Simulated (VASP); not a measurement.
# What goes wrong when the modes of Sb are computed with a bad input, part 2 of 2

Some phonon runs on Sb get a fault in the input on purpose. Which of them show, and how? The starting structure is a measured crystal structure from the Crystallography Open Database.

VASP 6.6.1.

Results so far: reference A1g 142.8 cm⁻¹; finite displacements, else as the reference A1g 142.7 cm⁻¹; one-sided displacements A1g 144.9 cm⁻¹; a structure that was not relaxed A1g 154.1 cm⁻¹.

**6. Modes with a k mesh far too coarse**

Level of this step: LDA; plane waves and PAW (Sb) (VASP).

A slip made on purpose: a k mesh far too coarse. Against step 2 the input has a 2×2×2 mesh (also changed: NELM and KPAR).

INCAR

```
SYSTEM = Sb
PREC = Accurate
ENCUT = 450
EDIFF = 1E-08
NELM = 60
ISMEAR = 1
SIGMA = 0.15
LREAL = .FALSE.
ALGO = Normal
GGA = CA
NBANDS = 11
LORBIT = 11
LWAVE = .FALSE.
LCHARG = .FALSE.
IBRION = 8
ISIF = 2
```

POSCAR

```
Sb
1.0
    2.1512680898      1.2420352108      3.6473188251
   -2.1512680898      1.2420352108      3.6473188251
    0.0000000000     -2.4840704215      3.6473188251
Sb
2
Direct
    0.7635730203      0.7635730203      0.7635730203
    0.2364269797      0.2364269797      0.2364269797
```

KPOINTS

```
Automatic mesh
0
Gamma
2 2 2
0 0 0
```

PAW data sets: Sb (LDA family, release 64).

On the command line:

```bash
$ mpirun -np 2 vasp_std
```

The program printed:

```text
[banner, memory and clock lines left out]
running    2 mpi-ranks, on    1 nodes
[...]
LDA part: xc-table for (Slater(with rela. corr.)+CA(PZ))
 , standard interpolation
|                                                                             |
|           W    W    AA    RRRRR   N    N  II  N    N   GGGG   !!!           |
|           W    W   A  A   R    R  NN   N  II  NN   N  G    G  !!!           |
|           W    W  A    A  R    R  N N  N  II  N N  N  G       !!!           |
|           W WW W  AAAAAA  RRRRR   N  N N  II  N  N N  G  GGG   !            |
|           WW  WW  A    A  R   R   N   NN  II  N   NN  G    G                |
|           W    W  A    A  R    R  N    N  II  N    N   GGGG   !!!           |
|                                                                             |
|     The number of bands has been changed from the values supplied in        |
|     The orbitals not found in the WAVECAR file will be initialized with     |
|     random numbers, which is usually adequate. For correlated               |
[...]
RMM:  13    -0.295083140643E-01   -0.16595E-08   -0.30612E-07   305   0.187E-05    0.133E-07
RMM:  14    -0.295083055220E-01    0.85424E-08   -0.30233E-07   294   0.188E-05    0.111E-07
RMM:  15    -0.295083027123E-01    0.28097E-08   -0.19729E-07   295   0.188E-05    0.985E-08
 first order change of Fermi-energy   0.34139E-06
 force on displaced ion       1 direction 1 :  15.259   0.030   0.000
 Linear response progress:
  Degree of freedom:   2/  2
       N       E                     dE             d eps       ncg     rms          rms(c)
RMM:   1    -0.262195175615E-01   -0.26220E-01    0.20688E-02   168   0.110E+00
RMM:   2    -0.270965757859E-01   -0.87706E-03   -0.91729E-04   150   0.179E-01    0.149E-01
RMM:   3    -0.285055271445E-01   -0.14090E-02   -0.60991E-04   148   0.104E-01    0.578E-02
RMM:   4    -0.287314912829E-01   -0.22596E-03   -0.28695E-05   159   0.272E-02    0.317E-02
[...]
RMM:  11    -0.290976716928E-01   -0.85616E-07    0.13636E-08   180   0.216E-05    0.265E-06
RMM:  12    -0.290976890024E-01   -0.17310E-07    0.11224E-08   173   0.175E-05    0.410E-07
RMM:  13    -0.290976869932E-01    0.20091E-08    0.12125E-08   132   0.168E-05    0.185E-07
 first order change of Fermi-energy   0.39009E+00
 force on displaced ion       1 direction 3 :   0.000   0.000   5.370
 Linear response finished
```

Run time: 20 s. Hardware: 2 MPI ranks of AMD EPYC 7R43, shared host; peak memory 0.22 GiB.

Parts of OUTCAR (step 6):

```text
  Total        2.0941093      2.0941093      2.3329143      0.0000000      0.0000000      0.0000000
  in kB       57.3794667     57.3794667     63.9228227      0.0000000      0.0000000      0.0000000
  external PRESSURE =      59.5605854 kB  Pullay stress =       0.0000000 kB

 POSITION                                       TOTAL-FORCE (eV/Angst)
 -----------------------------------------------------------------------------------
      0.00000      0.00000      8.35498         0.000000      0.000000      2.115501
      0.00000      0.00000      2.58697         0.000000     -0.000000     -2.115501
 -----------------------------------------------------------------------------------
    total drift:                                0.000000     -0.000000      0.000000

[... 1 part as in an earlier step ...]

[... 1 further part left out ...]
```

With a k mesh far too coarse the modes are A1g -154.9, Eg -260.9 cm⁻¹; Eg, real with the reference, turns imaginary. Imaginary, given as negative numbers: A1g and Eg.

**7. Modes with a displacement typed far too large**

A slip made on purpose: a displacement typed far too large. Against step 2 the input has IBRION = 6, NFREE = 2 and POTIM = 0.25 (also changed: NELM and NSW).

Edit INCAR of step 6 so:

```diff
@@ -14,3 +14,7 @@
 LCHARG = .FALSE.
-IBRION = 8
+KPAR = 2
+IBRION = 6
+NFREE = 2
+POTIM = 0.25
+NSW = 1
 ISIF = 2
```

POSCAR is that of step 6.

KPOINTS

```
Automatic mesh
0
Gamma
12 12 12
0 0 0
```

On the command line:

```bash
$ mpirun -np 2 vasp_std
```

The program printed:

```text
[... set-up lines as in an earlier step ...]
 entering main loop
       N       E                     dE             d eps       ncg     rms          rms(c)
[... 12 cycles as in an earlier step ...]
   1 F= -.96286006E+01 E0= -.96290274E+01  d E =0.128026E-02
[...]
2 F= -.96283966E+01 E0= -.96288134E+01  d E =0.125038E-02
[...]
3 F= -.96283966E+01 E0= -.96288134E+01  d E =0.125038E-02
[...]
4 F= -.96280534E+01 E0= -.96284515E+01  d E =0.119431E-02
[...]
5 F= -.96281215E+01 E0= -.96285437E+01  d E =0.126659E-02
 Finite differences progress:
  Degree of freedom:   2/  2
  Displacement:        2/  2
  Total:               4/  4
```

Elapsed: 6.4 min, on 2 MPI ranks; peak memory 1.3 GiB.

OUTCAR, selected parts (step 7):

```text
[... 6 parts as in an earlier step ...]

[... 1 further part left out ...]
[key lines of the parts left out:]
E-fermi :   7.4571
```

With a displacement typed far too large the modes are A1g 142.7, Eg 90.0 cm⁻¹, as with finite displacements, else as the reference.

**8. Comparison**

```tsv
run	A1g	Eg	imaginary modes, each partner counted	method	core minutes
reference	142.8	90.0	0	perturbation theory	13.9
finite displacements, else as the reference	142.7	90.0	0	finite displacements	11.6
one-sided displacements	144.9	90.9	0	finite displacements	5.07
a structure that was not relaxed	154.1	112.2	0	perturbation theory	13.7
a k mesh far too coarse	-154.9	-260.9	3	perturbation theory	0.667
a displacement typed far too large	142.7	90.0	0	finite displacements	12.8
```

Modes are in cm⁻¹, degenerate ones as one, matched between runs by symmetry and order. A number in brackets counts the listed modes of one symmetry from the lowest. The symmetry labels come from an automatic analysis and can be wrong where levels nearly coincide. Core minutes are wall time times ranks of the run shown, on a shared host.

**9. Summary of results**

```json
{
  "A1g, reference": "142.8 cm⁻¹",
  "Eg, reference": "90.0 cm⁻¹",
  "A1g, finite displacements, else as the reference": "142.7 cm⁻¹",
  "Eg, finite displacements, else as the reference": "90.0 cm⁻¹",
  "A1g, one-sided displacements": "144.9 cm⁻¹",
  "Eg, one-sided displacements": "90.9 cm⁻¹",
  "A1g, a structure that was not relaxed": "154.1 cm⁻¹",
  "Eg, a structure that was not relaxed": "112.2 cm⁻¹",
  "A1g, a k mesh far too coarse": "-154.9 cm⁻¹",
  "Eg, a k mesh far too coarse": "-260.9 cm⁻¹",
  "A1g, a displacement typed far too large": "142.7 cm⁻¹",
  "Eg, a displacement typed far too large": "90.0 cm⁻¹"
}
```

In words: Finished, but with signs in the output that stand out against the reference: a structure that was not relaxed, with modes off by up to +22 cm⁻¹, in Eg (signs: a pressure of -0.5 GPa on the undisplaced cell and forces of up to 0.15 eV/Å on the undisplaced atoms); a k mesh far too coarse, with Eg turned imaginary, like 1 more of the compared levels (signs: a pressure of 6.0 GPa on the undisplaced cell, forces of up to 2.12 eV/Å on the undisplaced atoms and imaginary modes). Little came of one-sided displacements in this material. The displacement typed far too large never took effect: VASP put its default in its place. Runs with finite displacements are held against the sound run of that kind. Further runs on this material are not shown.

[Lines on the potential files, build, host, timing and source positions are cut from VASP's logs without a mark.]

[Logs are printed without paths, hosts, clocks, repeated set-up lines and the standing remarks that a program may print on its own settings, such as how far it seeks lower states.]

[Hosts, paths, dates, database ids (printed as entryN), source tags and the programs' standing remarks are cut or masked in the printed files.]
